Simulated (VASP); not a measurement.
Here is the system:

```yaml
crystal:
  lattice:
    - [0.00000, 2.94667, 2.94667]
    - [2.94667, 0.00000, 2.94667]
    - [2.94667, 2.94667, 0.00000]
  atoms:
    - { symbol: N, position: [0.00000, 0.00000, 0.00000] }
    - { symbol: Fe, position: [0.50000, 0.50000, 0.50000], spin: 4.0 }
    - { symbol: Fe, position: [0.25000, 0.25000, 0.25000], spin: 4.0 }
    - { symbol: Fe, position: [0.75000, 0.75000, 0.75000], spin: 4.0 }
```

Calculation: PBE GGA, VASP's PBE PAW potentials (set 64) (plane waves; VASP). Run with 520 eV cut-off, KSPACING 0.16 per Å, Gaussian smearing of 0.050 eV, potentials N Fe.

The moments were started parallel, and other spin orders were not tried in this run.

**Question.** Give the stress tensor in GPa (positive for a compressed cell).

**Answer.** 
```
-17.52    0.00    0.00
  0.00  -17.52    0.00
  0.00    0.00  -17.52
```
The pressure is its mean diagonal, -17.52 GPa.

The structure was generated: Fe3N was put into the D03 type (Fm-3m), which need not be its known phase. The cell was not relaxed at this level. The run is one of a series of settings (KGAMMA = .TRUE., KSPACING = 0.16, KPOINTS file removed against the base run), some of them coarse on purpose.
